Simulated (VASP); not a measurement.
All values below come from vdW-DF2, VASP's PBE PAW potentials (set 64) (plane waves; VASP).

The input files of a VASP run:

### INCAR
```
SYSTEM=MoTe2
PREC=Accurate; ENCUT=520; LREAL=.FALSE.
LASPH=.TRUE.
EDIFF=1E-6; NELM=100; ALGO=Normal
LMAXMIX=4
ISMEAR=0; SIGMA=0.05
GGA=ML; LUSE_VDW=.TRUE.; AGGAC=0.0
ZAB_VDW=-1.8867
IBRION=2; NSW=60; ISIF=3
EDIFFG=-0.02
LWAVE=.FALSE.; LCHARG=.FALSE.
```

KPOINTS:
```
Automatic mesh
0
Gamma
6 6 2
0 0 0
```

File POSCAR:
```
MoTe2
1
    1.8588736013    -3.2196630301    -0.0000000000
    1.8588736013     3.2196630301    -0.0000000000
   -0.0000000000    -0.0000000000    14.8863893355
Te Mo
4 2
Direct
  0.3333330000   0.6666670000   0.8728189676
  0.6666670000   0.3333330000   0.3728189676
  0.6666670000   0.3333330000   0.1271810324
  0.3333330000   0.6666670000   0.6271810324
  0.3333330000   0.6666670000   0.2500000000
  0.6666670000   0.3333330000   0.7500000000
```

POTCAR, in this order: Te Mo_sv (PBE.64 set). Program: vasp_std.

The run wrote:

**OUTCAR**
```
 ion  position               nearest neighbor table
   1  0.333  0.667  0.873-   6 2.82   6 2.82   6 2.82   4 3.66
   2  0.667  0.333  0.373-   5 2.82   5 2.82   5 2.82   3 3.66
   3  0.667  0.333  0.127-   5 2.82   5 2.82   5 2.82   2 3.66
   4  0.333  0.667  0.627-   6 2.82   6 2.82   6 2.82   1 3.66
   5  0.333  0.667  0.250-   2 2.82   3 2.82   2 2.82   3 2.82   2 2.82   3 2.82
   6  0.667  0.333  0.750-   1 2.82   4 2.82   1 2.82   4 2.82   1 2.82   4 2.82
  LATTYP: Found a hexagonal cell.
 ALAT       =     3.7177467763
 C/A-ratio  =     4.0041428938
 Subroutine PRICEL returns:
 Original cell was already a primitive cell.
 Subroutine GETGRP returns: Found 24 space group operations
The static configuration has the point symmetry D_3d.
 The point group associated with its full space group is D_6h.
The dynamic configuration has the point symmetry D_3d.
 Subroutine INISYM returns: Found 24 space group operations
 Subroutine IBZKPT returns following result:
 Found     14 irreducible k-points:

 Following reciprocal coordinates:
            Coordinates               Weight
  0.000000  0.000000  0.000000      1.000000
  0.166667  0.000000  0.000000      6.000000
  0.333333  0.000000  0.000000      6.000000
  0.500000  0.000000  0.000000      3.000000
  0.166667  0.166667  0.000000      6.000000
  0.333333  0.166667  0.000000     12.000000
  0.333333  0.333333  0.000000      2.000000
  0.000000  0.000000  0.500000      1.000000
  0.166667  0.000000  0.500000      6.000000
  0.333333  0.000000  0.500000      6.000000
  0.500000  0.000000  0.500000      3.000000
  0.166667  0.166667  0.500000      6.000000
  0.333333  0.166667  0.500000     12.000000
  0.333333  0.333333  0.500000      2.000000
   k-points           NKPTS =     14   k-points in BZ     NKDIM =     14   number of bands    NBANDS=     31
   number of dos      NEDOS =    301   number of ions     NIONS =      6
   total plane-waves  NPLWV =  87808
   dimension x,y,z NGX =    28 NGY =   28 NGZ =  112
   dimension x,y,z NGXF=    56 NGYF=   56 NGZF=  224
   ions per type =               4   2
   PREC   = accura    normal or accurate (medium, high low for compatibility)
   ISTART =      0    job   : 0-new  1-cont  2-samecut
   ICHARG =      2    charge: 1-file 2-atom 10-const
   ISPIN  =      1    spin polarized calculation?
   LNONCOLLINEAR =      F non collinear calculations
   LSORBIT =      F    spin-orbit coupling
   INIWAV =      1    electr: 0-lowe 1-rand  2-diag
   ENCUT  =  520.0 eV  38.22 Ry    6.18 a.u.   6.91  6.91 27.68*2*pi/ulx,y,z
   NELM   =    100;   NELMIN=  2; NELMDL= -5     # of ELM steps
   EDIFF  = 0.1E-05   stopping-criterion for ELM
   LREAL  =      F    real-space projection
   NLSPLINE    = F    spline interpolate recip. space projectors
   LMAXMIX     =    4 max onsite mixed and CHGCAR
   VOSKOWN=      0    Vosko Wilk Nusair interpolation
   EDIFFG = -.2E-01   stopping-criterion for IOM
   NSW    =     60    number of steps for IOM
   NBLOCK =      1;   KBLOCK =     60    inner block; outer block
   IBRION =      2    ionic relax: 0-MD 1-quasi-New 2-CG
   NFREE  =      1    steps in history (QN), initial steepest desc. (CG)
   ISIF   =      3    stress and relaxation
   ISYM   =      2    0-nonsym 1-usesym 2-fastsym
   TEIN   =    0.0    initial temperature
   TEBEG  =    0.0;   TEEND  =   0.0 temperature during run
   SMASS  =  -3.00    Nose mass-parameter (am)
   PSTRESS=    0.0 pullay stress
   NELECT =      52.0000    total number of electrons
   EFERMI =   0.00;   METHOD = LEGACY
   ISMEAR =     0;   SIGMA  =   0.05  broadening in eV -4-tet -1-fermi 0-gaus
   IALGO  =     38    algorithm
   LDIAG  =      T    sub-space diagonalisation (order eigenvalues)
   IMIX   =      4    mixing-type and parameters
     AMIX     =   0.40;   BMIX     =  1.00
     AMIX_MAG =   1.60;   BMIX_MAG =  1.00
...
```

### OSZICAR
```
       N       E                     dE             d eps       ncg     rms          rms(c)
DAV:   1     0.410475726155E+03    0.41048E+03   -0.26783E+04  1036   0.147E+03
DAV:   2     0.499293904520E+01   -0.40548E+03   -0.39694E+03  1137   0.330E+02
DAV:   3    -0.186470209776E+02   -0.23640E+02   -0.23185E+02  1100   0.667E+01
DAV:   4    -0.195225988988E+02   -0.87558E+00   -0.87040E+00  1129   0.120E+01
DAV:   5    -0.195492422009E+02   -0.26643E-01   -0.26633E-01  1200   0.218E+00    0.154E+01
DAV:   6    -0.193762324028E+02    0.17301E+00   -0.18993E+01   980   0.185E+01    0.101E+01
DAV:   7    -0.184702616572E+02    0.90597E+00   -0.13479E+01  1005   0.146E+01    0.549E+00
DAV:   8    -0.182779828011E+02    0.19228E+00   -0.89631E-01  1061   0.456E+00    0.227E+00
DAV:   9    -0.182501218330E+02    0.27861E-01   -0.41861E-01  1131   0.268E+00    0.699E-01
DAV:  10    -0.182513203646E+02   -0.11985E-02   -0.36077E-02  1197   0.923E-01    0.237E-01
DAV:  11    -0.182510154006E+02    0.30496E-03   -0.53908E-03  1174   0.400E-01    0.496E-02
DAV:  12    -0.182510386124E+02   -0.23212E-04   -0.32479E-04  1087   0.901E-02    0.408E-02
DAV:  13    -0.182510444444E+02   -0.58320E-05   -0.29682E-05   974   0.341E-02    0.209E-02
DAV:  14    -0.182510395182E+02    0.49262E-05   -0.20804E-05  1174   0.215E-02    0.733E-03
DAV:  15    -0.182510395692E+02   -0.51059E-07   -0.12993E-06   705   0.557E-03
   1 F= -.18251040E+02 E0= -.18251040E+02  d E =-.182510E+02
```

File OUTCAR:
```
------------------------ aborting loop because EDIFF is reached ----------------------------------------
  FORCE on cell =-STRESS in cart. coord.  units (eV):
  Direction    XX          YY          ZZ          XY          YZ          ZX
  --------------------------------------------------------------------------------------
  Total        0.0223946      0.0223946      0.0956153      0.0000000     -0.0000000     -0.0000000
  in kB        0.2013609      0.2013609      0.8597227      0.0000000     -0.0000000     -0.0000000
  external PRESSURE =       0.4208148 kB  Pullay stress =       0.0000000 kB
  volume of cell :      178.19
      direct lattice vectors                 reciprocal lattice vectors
     1.858873601 -3.219663030  0.000000000     0.268980096 -0.155295755  0.000000000
     1.858873601  3.219663030  0.000000000     0.268980096  0.155295755  0.000000000
     0.000000000  0.000000000 14.886389336     0.000000000  0.000000000  0.067175457
 POSITION                                       TOTAL-FORCE (eV/Angst)
 -----------------------------------------------------------------------------------
      1.85887      1.07322     12.99312        -0.000000      0.000000      0.014232
      1.85887     -1.07322      5.54993        -0.000000     -0.000000      0.014232
      1.85887     -1.07322      1.89327        -0.000000     -0.000000     -0.014232
      1.85887      1.07322      9.33646        -0.000000      0.000000     -0.014232
      1.85887      1.07322      3.72160        -0.000000     -0.000000      0.000000
      1.85887     -1.07322     11.16479         0.000000      0.000000      0.000000
 -----------------------------------------------------------------------------------
    total drift:                                0.000325      0.001737     -0.000026
  FREE ENERGIE OF THE ION-ELECTRON SYSTEM (eV)
  ---------------------------------------------------
  free  energy   TOTEN  =       -18.2510395692 eV

  energy  without entropy=      -18.2510395692  energy(sigma->0) =      -18.25103957

 reached required accuracy - stopping structural energy minimisation
```
(Selected blocks of OUTCAR.)

The compound is MoTe2 in the 2H layered structure. It was relaxed first, which changed the volume by +19 %. The start is the result of an earlier pass.
